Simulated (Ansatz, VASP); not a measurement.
# ZrAgGe (ZrAgGe in the AlB2 type) in two plane-wave programs

Aim: how closely do two programs agree when they are given the same cell, functional and k mesh? The cell is generated by rule, not measured, and may not be a known phase. The cell is taken from a series of runs on this material, whose earlier steps may have relaxed, scaled, displaced or heated it; both programs get it as it stands.

Calculated with Ansatz 0.2.0; plane waves, with VASP 6.6.1 beside it; relaxation of cell and atoms at PBEsol and zone-centre phonons at PBEsol.

The structure was built from a prototype and need not be the compound's stable phase.

### 1. Set-up

Symmetry: P-6m2, No. 187, hexagonal system. Conventional cell: a = 4.396 Å, b = 4.396 Å, c = 3.177 Å, α = 90.00°, β = 90.00°, γ = 120.00°. Nearest to Zr lie 6 Ag at 2.99 Å and 6 Ge at 2.99 Å and 2 Zr at 3.18 Å. Nearest to Ge lie 3 Ag at 2.54 Å and 6 Zr at 2.99 Å. Nearest to Ag lie 3 Ge at 2.54 Å and 6 Zr at 2.99 Å. Farther neighbours are not listed.

### 2. VASP: relaxation of cell and atoms, PBEsol, pair 1

The relaxed volume is the usual yardstick between codes: in a stiff, nearly cubic crystal its relative difference is about their pressure difference at one cell divided by the bulk modulus.

Lines of VASP's logs that name or quote its potential files are left out, and so is its time.

Input file INCAR:

```
SYSTEM = ZrAgGe
PREC = Accurate
ENCUT = 500
EDIFF = 1E-07
NELM = 120
ISMEAR = 1
SIGMA = 0.2
LREAL = .FALSE.
ALGO = Normal
GGA = PS
NBANDS = 24
LASPH = .TRUE.
LORBIT = 11
LWAVE = .FALSE.
LCHARG = .FALSE.
ISIF = 3
IBRION = 2
NSW = 80
EDIFFG = -0.005
GGA_COMPAT = .FALSE.
NELMIN = 4
KPAR = 2
```

Input file POSCAR:

```
ZrAgGe
1.0
    4.3962360000      0.0000000000      0.0000000000
   -2.1981180000      3.8072520000      0.0000000000
    0.0000000000      0.0000000000      3.1773500000
Zr Ge Ag
1 1 1
Direct
    0.0000000000      0.0000000000      0.0000000000
    0.3333333333      0.6666666667      0.5000000000
    0.6666666667      0.3333333333      0.5000000000
```

Input file KPOINTS:

```
Automatic mesh
0
Gamma
9 9 8
0 0 0
```

PAW data sets: Zr_sv, Ge_d and Ag (PBE family, release 64).

Started as:

```
$ mpirun -np 2 vasp_std
```

Numbers of over 12 decimals in the logs are rounded to 6 here.

What it wrote:

```text
[banner, memory and clock lines left out]
running    2 mpi-ranks, on    1 nodes
 distrk:  each k-point on    1 cores,    2 groups
 distr:  one band on    1 cores,    1 groups

 POSCAR found type information on POSCAR ZrGeAg
 POSCAR found :  3 types and       3 ions
|                                                                             |
|               ----> ADVICE to this user running VASP <----                  |
|                                                                             |
|     You enforced a specific xc type in the INCAR file but a different       |
|     [... a line on the potential file left out ...]
|     I HOPE YOU KNOW WHAT YOU ARE DOING!                                     |
|                                                                             |

 LDA part: xc-table for (Slater+PW92), standard interpolation
 POSCAR, INCAR and KPOINTS ok, starting setup
 FFT: planning ... GRIDC
 FFT: planning ... GRID_SOFT
 FFT: planning ... GRID
 WAVECAR not read
 entering main loop
       N       E                     dE             d eps       ncg     rms          rms(c)
DAV:   1     0.332517551051E+03    0.33252E+03   -0.18504E+04  3488   0.319E+03
DAV:   2     0.162804080785E+02   -0.31624E+03   -0.30776E+03  3040   0.743E+02
DAV:   3    -0.186487036218E+02   -0.34929E+02   -0.34620E+02  3584   0.148E+02
DAV:   4    -0.201557442284E+02   -0.15070E+01   -0.15038E+01  4144   0.293E+01
DAV:   5    -0.202009148542E+02   -0.45171E-01   -0.45163E-01  3760   0.465E+00    0.149E+01
DAV:   6    -0.186710130096E+02    0.15299E+01   -0.70481E+00  3912   0.264E+01    0.753E+00
DAV:   7    -0.185326898889E+02    0.13832E+00   -0.91673E-01  3472   0.811E+00    0.281E+00
DAV:   8    -0.184991313478E+02    0.33559E-01   -0.10705E-01  3944   0.303E+00    0.122E+00
DAV:   9    -0.184944039377E+02    0.47274E-02   -0.76961E-03  4104   0.630E-01    0.340E-01
DAV:  10    -0.184940339167E+02    0.37002E-03   -0.14199E-03  3832   0.470E-01    0.506E-02
DAV:  11    -0.184940346125E+02   -0.69576E-06   -0.10259E-04  4056   0.867E-02    0.135E-02
DAV:  12    -0.184940330011E+02    0.16114E-05   -0.15438E-05  3504   0.562E-02    0.484E-03
DAV:  13    -0.184940329931E+02    0.79954E-08   -0.14725E-06  4344   0.144E-02    0.282E-03
DAV:  14    -0.184940333035E+02   -0.31035E-06   -0.29342E-07  2144   0.480E-03    0.489E-04
DAV:  15    -0.184940332802E+02    0.23204E-07   -0.20978E-08  1720   0.152E-03
   1 F= -.18494033E+02 E0= -.18493809E+02  d E =-.184940E+02
[...]
2 F= -.18495354E+02 E0= -.18494858E+02  d E =-.132035E-02
[...]
3 F= -.18495580E+02 E0= -.18494922E+02  d E =-.154657E-02
[...]
4 F= -.18495539E+02 E0= -.18494840E+02  d E =0.412070E-04
 trial-energy change:    0.000041  1 .order    0.000055   -0.000277    0.000388
 step:   0.5045(harm=  0.4689)  dis= 0.00000  next Energy=   -18.495643 (dE=-0.633E-04)
 bond charge predicted
       N       E                     dE             d eps       ncg     rms          rms(c)
DAV:   1    -0.184976020125E+02   -0.20633E-02   -0.39101E-02  3496   0.236E+00    0.335E-01
DAV:   2    -0.184959525647E+02    0.16494E-02   -0.53971E-03  3448   0.839E-01    0.138E-01
DAV:   3    -0.184957012731E+02    0.25129E-03   -0.68333E-04  4272   0.248E-01    0.549E-02
DAV:   4    -0.184956517319E+02    0.49541E-04   -0.13296E-04  4536   0.963E-02    0.387E-02
DAV:   5    -0.184956433852E+02    0.83467E-05   -0.18093E-05  4664   0.304E-02    0.137E-02
DAV:   6    -0.184956414953E+02    0.18898E-05   -0.33729E-06  4712   0.112E-02    0.330E-03
DAV:   7    -0.184956412272E+02    0.26814E-06   -0.24317E-07  2736   0.427E-03    0.116E-03
DAV:   8    -0.184956412684E+02   -0.41175E-07   -0.38149E-08  1688   0.202E-03
   5 F= -.18495641E+02 E0= -.18494965E+02  d E =-.614211E-04
 curvature:  -0.27 expect dE=-0.349E-07 dE for cont linesearch -0.187E-08
 trial: gam=-0.00244 g(F)=  0.525E-45 g(S)=  0.131E-06 ort =-0.140E-05 (trialstep = 0.100E+01)
 search vector abs. value=  0.140E-06
 reached required accuracy - stopping structural energy minimisation
```

From OUTCAR (step 2):

```text
ion  position               nearest neighbor table
   1  0.000  0.000  0.000-   2 2.99   2 2.99   3 2.99   3 2.99   2 2.99   3 2.99   2 2.99   3 2.99
                             3 2.99   3 2.99   2 2.99   2 2.99
   2  0.333  0.667  0.500-   3 2.54   3 2.54   3 2.54   1 2.99   1 2.99   1 2.99   1 2.99   1 2.99
                             1 2.99
   3  0.667  0.333  0.500-   2 2.54   2 2.54   2 2.54   1 2.99   1 2.99   1 2.99   1 2.99   1 2.99
                             1 2.99

  LATTYP: Found a hexagonal cell.
 ALAT       =     4.3962360000
 C/A-ratio  =     0.7227432740

 Subroutine GETGRP returns: Found 12 space group operations
 (whereof 12 operations were pure point group operations)

The static configuration has the point symmetry D_3h.

 Found     60 irreducible k-points:

   k-points           NKPTS =     60   k-points in BZ     NKDIM =     60   number of bands    NBANDS=     24

   dimension x,y,z NGX =    32 NGY =   32 NGZ =   24
   dimension x,y,z NGXF=    64 NGYF=   64 NGZF=   48

   ENCUT  =  500.0 eV  36.75 Ry    6.06 a.u.   8.02  8.02  5.79*2*pi/ulx,y,z

   NELECT =      37.0000    total number of electrons

 k-points in reciprocal lattice and weights: Automatic mesh
   0.00000000  0.00000000  0.00000000       0.002
   0.11111111  0.00000000  0.00000000       0.009
   0.22222222  0.00000000  0.00000000       0.009
   0.33333333 -0.00000000  0.00000000       0.009
   0.44444444  0.00000000  0.00000000       0.009
   0.11111111  0.11111111  0.00000000       0.009
   0.22222222  0.11111111  0.00000000       0.019
   0.33333333  0.11111111  0.00000000       0.019
   0.44444444  0.11111111  0.00000000       0.009
[...]
0.33333333  0.22222222  0.50000000       0.019
   0.33333333  0.33333333  0.50000000       0.003

 average (electrostatic) potential at core
       1 -74.2080       2 -69.3832       3 -70.5431

 E-fermi :   9.7279

 k-point     1 :       0.0000    0.0000    0.0000
  band No.  band energies     occupation
    ...
     14       4.4322      2.00000
     15       4.4322      2.00000
     16       7.3071      2.00000
     17       7.3071      2.00000
     18       8.0345      2.00000
     19      10.3595     -0.00007
     20      12.2712     -0.00000
     21      12.2712     -0.00000
     22      12.9702     -0.00000
     23      13.2209     -0.00000
    ...

 k-point     2 :       0.1111    0.0000    0.0000
  band No.  band energies     occupation
    ...
     14       4.4263      2.00000
     15       4.4283      2.00000
     16       6.8021      2.00000
     17       7.3252      2.00000
     18       8.2421      2.00000
     19      10.8588     -0.00000
     20      11.7880     -0.00000
     21      12.2837     -0.00000
     22      12.5057     -0.00000
     23      12.7222     -0.00000
    ...

 k-point     3 :       0.2222    0.0000    0.0000
  band No.  band energies     occupation
    ...
     14       4.4115      2.00000
     15       4.4157      2.00000
     16       5.9688      2.00000
     17       7.3746      2.00000
     18       8.3353      2.00000
     19      11.3061     -0.00000
     20      11.4013     -0.00000
     21      11.8542     -0.00000
     22      12.1279     -0.00000
     23      12.3153     -0.00000
    ...

  Total       -0.0013771     -0.0013771      0.0020905      0.0000000      0.0000000     -0.0000000
  in kB       -0.0415472     -0.0415472      0.0630687      0.0000000      0.0000000     -0.0000000
  external PRESSURE =      -0.0066753 kB  Pullay stress =       0.0000000 kB

  energy-cutoff  :      500.00
  volume of cell :       53.11
      direct lattice vectors                 reciprocal lattice vectors
     4.411075283  0.000000000  0.000000000     0.226702093  0.130886517 -0.000000000
    -2.205537642  3.820103196 -0.000000000     0.000000000  0.261773033 -0.000000000
    -0.000000000  0.000000000  3.151542901     0.000000000  0.000000000  0.317304898

 POSITION                                       TOTAL-FORCE (eV/Angst)
 -----------------------------------------------------------------------------------
      0.00000      0.00000      0.00000        -0.000000      0.000000     -0.000000
     -0.00000      2.54674      1.57577         0.000000      0.000000     -0.000000
      2.20554      1.27337      1.57577         0.000000     -0.000000      0.000000
 -----------------------------------------------------------------------------------
    total drift:                               -0.000002      0.000001     -0.000000

  FREE ENERGIE OF THE ION-ELECTRON SYSTEM (eV)
  ---------------------------------------------------
  free  energy   TOTEN  =       -18.4956412684 eV

  energy  without entropy=      -18.4936131919  energy(sigma->0) =      -18.49496524

 reached required accuracy - stopping structural energy minimisation

 total charge
# of ion       s       p       d       tot
------------------------------------------
    1        2.156   5.964   1.657   9.777
    2        1.108   1.237  10.047  12.392
    3        0.498   0.530   9.069  10.097
--------------------------------------------------
tot          3.762   7.731  20.773  32.266

[... 3 further parts left out ...]
```

CONTCAR:

```
ZrAgGe
   1.00000000000000
     4.4110752834748990    0.0000000000000000    0.0000000000000000
    -2.2055376417374495    3.8201031958863805   -0.0000000000000000
    -0.0000000000000000    0.0000000000000000    3.1515429005475077
  Zr              Ge              Ag
     1     1     1
Direct
     0.0000000000000000    0.0000000000000000    0.0000000000000000
     0.3333333332999970    0.6666666667000030    0.5000000000000000
     0.6666666667000030    0.3333333332999970    0.5000000000000000
```

The run keeps the 12 symmetry operations of its start, so it cannot find a distortion of lower symmetry.

### 3. Ansatz: relaxation of cell and atoms, PBEsol, pair 1

Ansatz runs on its PAW soft_1 files.

The same cell, functional, mesh and smearing now go to Ansatz, which takes its cutoff from its data sets.

Input file input.yaml:

```yaml
crystal:
  lattice:
    - [4.3962362415, 0.0, 0.0]
    - [-2.1981181208, 3.8072522662, 0.0]
    - [0.0, 0.0, 3.177350124]
  atoms:
    - { symbol: Zr, position: [0.0, 0.0, 0.0] }
    - { symbol: Ge, position: [0.3333333333, 0.6666666667, 0.5] }
    - { symbol: Ag, position: [0.6666666667, 0.3333333333, 0.5] }
kpoints:
  mp_grid: { grid: [9, 9, 8] }
hamiltonian:
  xc: pbesol
  pseudopotentials: { kind: paw, azcp: { folder: soft_1 }, xc_functional: pbe }
scf:
  occupations: { method: methfessel_paxton, width: 0.2 }
output:
  forces: true
  stress: true
  eigenvalues: true
relax:
  adjacent_minimum: "off"
  f_tol: 0.001
  max_steps: 60
  cell: { stress_tol: 0.01 }
```

Started as:

```
$ ansatz run input.yaml --threads 4 --pin off --max-ram 12288MiB --backend cpu --events-out ev --progress --plain --runs-dir out
```

What it wrote:

```text
Engine: ansatz 0.2.0, aarch64-unknown-linux-gnu
Pseudopotentials: kind: paw
Pseudopotential: Zr, paw, valence charge 12, recommended cutoff 420 eV (normal), soft_1/Zr.paw.azcp
Pseudopotential: Ge, paw, valence charge 14, recommended cutoff 420 eV (normal), soft_1/Ge.paw.azcp
Pseudopotential: Ag, paw, valence charge 19, recommended cutoff 420 eV (normal), soft_1/Ag.paw.azcp
Functional definition: PBEsol
  exchange = pbesol_x
  correlation = pbesol_c
Crystal: 3 atoms, lattice volume = 53.181 Å³
Basis set: ecut = 420 eV, 1049 PW (Γ), exchange–correlation on 60×60×48 points (8 copies of the dense FFT grid, shifted against one another)
Bands: 27, of which v1, the nominal top of the filled ones, is band 23 counted from 1 (22 counted from 0)
Symmetry: 12 space group operations
Space group: P-6m2 (ITA 187), of the structure as read, at distance tolerance 3.8e-5 Å
k-points: 60 of 648 (time reversal used)
Non-local potential: Zr, projectors of the file, l = 0: 3, l = 1: 2, l = 2: 2, l = 3: 1
Non-local potential: Ge, projectors of the file, l = 0: 2, l = 1: 2, l = 2: 3, l = 3: 1
Non-local potential: Ag, projectors of the file, l = 0: 3, l = 1: 2, l = 2: 2, l = 3: 1
PAW form: soft (Blöchl's): semilocal exchange-correlation on the pseudo side does not see the compensation charge
PAW frozen core: Zr, regenerated for the run's functional, and the local potential with it (the file was generated under x = pbe(κ = 0.804, μ = 0.219515), c = pbe(β = 0.066725))
PAW frozen core: Ge, regenerated for the run's functional, and the local potential with it (the file was generated under x = pbe(κ = 0.804, μ = 0.219515), c = pbe(β = 0.066725))
PAW frozen core: Ag, regenerated for the run's functional, and the local potential with it (the file was generated under x = pbe(κ = 0.804, μ = 0.219515), c = pbe(β = 0.066725))
PAW one-centre angular grid: Zr, 590 points (default); XC on 64 Gauss nodes
PAW one-centre angular grid: Ge, 590 points (default); XC on 64 Gauss nodes
PAW one-centre angular grid: Ag, 590 points (default); XC on 64 Gauss nodes
Initial density: superposition of atomic densities (chi_scale 0.1, normalization cell, long waves kept (reshape's long-wave potential 0.00 eV rms))
Initial wavefunctions: pseudopotential atomic-orbital guess
Functional: x = pbesol(κ = 0.804, μ = 0.123457), c = pbesol(β = 0.046)
SCF iter   1: F=—  HF=-15909.531111 eV  |F-HF|=—  |Δ(HF+E_count)|=         —  Δρ=1.76e-1  dr2=2.66e1  ethr=3.10e-3  ⟨swp⟩=4.1  Hψ=5637  notcnv=0
preconditioner: auto → Kerker (q_TF=auto, 2.653 Å⁻¹)  [metal: Δε(μ)=0.062 eV  Ē_g=15.294 eV  σ=0.200 eV  W_gap=0.26  n_scr=20 (ndim 8)  ℏωp=30.1 eV  f_vac=0.000  D(μ)=1.95/eV (n_scr^D=8)]
SCF iter   2: F=—  HF=-15906.968254 eV  |F-HF|=—  |Δ(HF+E_count)|=    2.56e0  S|Δr|=    0.00e0  Δρ=8.30e-2  dr2=7.21e0  ethr=3.10e-3  ⟨swp⟩=2.0  Hψ=3657  notcnv=0  defer=3
SCF iter   3: F=—  HF=-15905.876290 eV  |F-HF|=—  |Δ(HF+E_count)|=    1.09e0  S|Δr|=    0.00e0  Δρ=2.75e-2  dr2=9.83e-1  ethr=3.10e-3  ⟨swp⟩=2.1  Hψ=2564  notcnv=0  defer=4
SCF iter   4: F=—  HF=-15905.685129 eV  |F-HF|=—  |Δ(HF+E_count)|=   1.91e-1  S|Δr|=    0.00e0  Δρ=9.44e-3  dr2=1.21e-1  ethr=2.19e-3  ⟨swp⟩=2.1  Hψ=2345  notcnv=0  defer=3
SCF iter   5: F=—  HF=-15905.652567 eV  |F-HF|=—  |Δ(HF+E_count)|=   3.26e-2  S|Δr|=    0.00e0  Δρ=3.85e-3  dr2=1.51e-2  ethr=2.69e-4  ⟨swp⟩=2.0  Hψ=2475  notcnv=0  defer=3
SCF iter   6: F=—  HF=-15905.645923 eV  |F-HF|=—  |Δ(HF+E_count)|=   6.64e-3  S|Δr|=    0.00e0  Δρ=1.04e-3  dr2=9.87e-4  ethr=3.36e-5  ⟨swp⟩=2.0  Hψ=2867  notcnv=0  defer=1
SCF iter   7: F=—  HF=-15905.645725 eV  |F-HF|=—  |Δ(HF+E_count)|=   1.98e-4  S|Δr|=    0.00e0  Δρ=1.92e-4  dr2=2.67e-5  ethr=2.19e-6  ⟨swp⟩=2.1  Hψ=2508  notcnv=0  defer=1
SCF iter   8: F=—  HF=-15905.645701 eV  |F-HF|=—  |Δ(HF+E_count)|=   2.45e-5  S|Δr|=    0.00e0  Δρ=4.73e-5  dr2=1.45e-6  ethr=5.93e-8  ⟨swp⟩=2.0  Hψ=2477  notcnv=0  defer=1
SCF iter   9: F=-15905.645700 eV  HF=-15905.645700 eV  |F-HF|=8.65e-8  |Δ(HF+E_count)|=   2.44e-7  S|Δr|=    0.00e0  Δρ=9.49e-6  dr2=5.02e-8  ethr=2.22e-10  ⟨swp⟩=4.2  Hψ=7675  notcnv=0
SCF 1 converged in 9 iterations: F = -15905.645700 eV  dr2 = 5.02e-8
  greatest PAW one-centre occupation: 1.002 electrons in one spin orbital (limit 2), on the Ag atom at site 2 (counted from 0), in its partial waves of l = 0
relax step   1: F+E_penalty+E_count = -15905.64570017 eV  Δ(F+E_penalty+E_count) = +0.000e0 eV  max|allowed force component| = 8.018e-17 eV/Å  Δτ_max = 0.0000 Å  P = +0.036 GPa  Ω = 53.181 Å³  (9 SCF iters, dr2 threshold 1.00e-7 eV, accepted)
[...]
relax step   2: F+E_penalty+E_count = -15905.64671717 eV  Δ(F+E_penalty+E_count) = -1.017e-3 eV  max|allowed force component| = 1.430e-16 eV/Å  Δτ_max = 0.0000 Å  P = +0.656 GPa  Ω = 52.838 Å³  energy of the carried Pulay correction = +6.261e-5 eV  (6 SCF iters, dr2 threshold 3.00e-7 eV, accepted)
[...]
relax step   3: F+E_penalty+E_count = -15905.64721646 eV  Δ(F+E_penalty+E_count) = -4.993e-4 eV  max|allowed force component| = 9.946e-17 eV/Å  Δτ_max = 0.0000 Å  P = -0.220 GPa  Ω = 53.200 Å³  energy of the carried Pulay correction = -3.911e-5 eV  (6 SCF iters, dr2 threshold 3.00e-7 eV, accepted)
[...]
relax step   4: F+E_penalty+E_count = -15905.64731061 eV  Δ(F+E_penalty+E_count) = -9.415e-5 eV  max|allowed force component| = 5.551e-17 eV/Å  Δτ_max = 0.0000 Å  P = -0.004 GPa  Ω = 53.118 Å³  energy of the carried Pulay correction = -1.271e-5 eV  (4 SCF iters, dr2 threshold 1.72e-7 eV, accepted)
[...]
relax step   5: F+E_penalty+E_count = -15905.64733154 eV  Δ(F+E_penalty+E_count) = -2.093e-5 eV  max|allowed force component| = 9.252e-17 eV/Å  Δτ_max = 0.0000 Å  P = -0.005 GPa  Ω = 53.118 Å³  stress off target by 7.43e-3 GPa  SCF on the basis re-selected at this cell (its energy is not comparable with the rows above)  (7 SCF iters)
basis re-selected at this cell: Δ(F+E_penalty+E_count) = -2.093e-5 eV, ΔP = -0.000 GPa vs the last step (what re-selecting the basis moved, of the pressure what is left beyond the Pulay correction that the steps carried, after the strain that the cell walked since its last selection, with what the two solves' SCF thresholds leave and, on support functions, any second-order correction that the steps lacked; it is no m [...]
SCF converged after 7 iterations
Stability not checked: this state was not tested for a lower state beside it, because cold or Methfessel-Paxton smearing, or corrected tetrahedra, fill the levels in a way that the test cannot read (fill_not_monotonic; see scf.lower_state_search)
Free energy (F): -15905.647332 eV
Harris-Foulkes:  -15905.647332 eV  (|F-HF|=3.64e-12)
Internal energy: -15905.645306 eV  (E = F + TS)
E sigma→0 (E₀):  -15905.646825 eV
Entropy (-TS):   -0.002026 eV (-0.675 meV/atom)
Fermi energy:    16.231324 eV
--- Per-component energies (eV) ---
  E_band       = -401.545668
  E_kinetic    = 877.729192
  E_local      = -4770.996321  (includes V_loc(G=0)·N_el)
  E_nonlocal   = 329.362156
  E_hartree    = 2249.421083
  E_xc         = -385.156151
  E_vxc        = -451.648397  (∫ρ·V_xc dr)
  E_paw        = -8768.813425  (= ΣΔE_a)
  E_vpaw       = -884.834784  (= ΣTr[D̂ρ^β])
  E_aug_tail   = 0.000349  (compensation charges beyond the density's cutoff)
  E_ewald      = -5438.598588
  E_core_change = 1.406399  (= ΣΔE_core)
  E_smearing   = -0.002026  (= −TS)
  E_closure    = -0.000000  (closes the sum)
  Σ components = -15905.647332   (vs F -15905.647332, Δ=0.00e0)
--- Forces (eV/Å), atoms counted from 1 ---
  atom   1  Zr     0.00000000     0.00000000    -0.00000000
  atom   2  Ge    -0.00000000     0.00000000    -0.00000000
  atom   3  Ag    -0.00000000    -0.00000000     0.00000000
  max |Σ_I F_I| component: 5.55e-17 eV/Å
--- Stress (GPa, compression-positive) ---
       -0.007425       0.000000       0.000000
        0.000000      -0.007425      -0.000000
        0.000000      -0.000000       0.000538
  P = ⅓ Tr σ = -0.0048 GPa (-0.048 kbar)
--- Band table (eV; the first three rows and the last of 60) ---
  k-point 0: bands = [... 19 lower, 13.8118, 13.8118, 14.5352, 16.8595, 18.7704, 18.7704, 19.4707, 19.7191]
  k-point 1: bands = [... 19 lower, 14.1061, 14.1061, 14.9119, 16.6977, 17.7320, 17.7320, 18.4036, 20.8792]
  k-point 2: bands = [... 19 lower, 14.5522, 14.8885, 14.8885, 16.6283, 16.6793, 16.6793, 18.3459, 20.5972]
  k-point 59: bands = [... 19 lower, 13.0519, 13.0568, 14.1918, 15.1640, 18.0893, 18.3009, 18.9596, 19.4525]
--- Relaxed structure (4 steps of the walk, 4 accepted, 1 SCFs on fresh bases) ---
  F+E_penalty+E_count = -15905.64733154 eV   max|allowed force component| = 9.252e-17 eV/Å   (the final SCF, on the basis selected at the relaxed cell)
  cell:  # Å, volume = 53.1184 Å³
    - [4.411467, 2.896751281711477e-11, -3.7426708165315085e-19]
    - [-2.205734, 3.820443, 1.8713354082870478e-19]
    - [-2.7049901164783396e-19, 0, 3.151724]
  atoms:
    - { symbol: Zr, position: [0, 0, 0] }
    - { symbol: Ge, position: [0.333333, 0.666667, 0.500000] }
    - { symbol: Ag, position: [0.666667, 0.333333, 0.500000] }
```

(Continued in part 2 of 2.)

[Lines on the potential files, build, host, timing and source positions are cut from VASP's logs without a mark.]

[Logs are printed without paths, hosts, clocks, repeated set-up lines and the standing remarks that a program may print on its own settings, such as how far it seeks lower states.]

[Hosts, paths, dates, database ids (printed as entryN), source tags and the programs' standing remarks are cut or masked in the printed files.]
